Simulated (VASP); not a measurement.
Data:

```xyz
2
Lattice="1.3132 -2.2744 0.0000 1.3132 2.2744 0.0000 0.0000 0.0000 4.6052" Properties=species:S:1:pos:R:3 pbc="T T T"
Zn     1.3132     0.7581     1.1513
Zn     1.3132    -0.7581     3.4539
```

These are PBE GGA with D3 dispersion (Becke-Johnson damping), VASP's PBE PAW potentials (set 64) (plane waves; VASP 6.6.1) values and carry that method's errors. Run with 520 eV cut-off, 16×16×8 Γ-centred mesh, first-order Methfessel-Paxton smearing of 0.10 eV, potentials Zn.

Q: The ions and cell shape at fixed volume are relaxed. Give the cell that the relaxation ends in.

A: 
```xyz
2
Lattice="1.2978 -2.2478 0.0000 1.2978 2.2478 0.0000 0.0000 0.0000 4.7151" Properties=species:S:1:pos:R:3 pbc="T T T"
Zn     1.2978     0.7493     1.1788
Zn     1.2978    -0.7493     3.5363
```
Space group P6_3/mmc (194), at a tolerance of 0.03 Å.

Q: How much energy does the relaxation gain?

A: The energy (σ→0) changes by -3.6 meV/atom, in 3 ionic steps.

The compound is Zn in the hcp structure. This cell is one point of a volume scan, at 0.97 of the reference volume. Symmetry was kept, so distortions that lower it aren't found.
